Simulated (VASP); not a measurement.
Method: r2SCAN meta-GGA, VASP's PBE PAW potentials (set 64) (plane waves; VASP).

Gaps are without spin-orbit coupling.

Order these relaxed crystals by band gap, smallest first: Al3GaN4, P-43m (215); GaSb, F-43m (216); NaHF2, R-3m (166); CaPbF6, Fm-3m (225).

GaSb, F-43m (216) (0.41 eV), Al3GaN4, P-43m (215) (4.00 eV), CaPbF6, Fm-3m (225) (4.41 eV), NaHF2, R-3m (166) (7.85 eV)
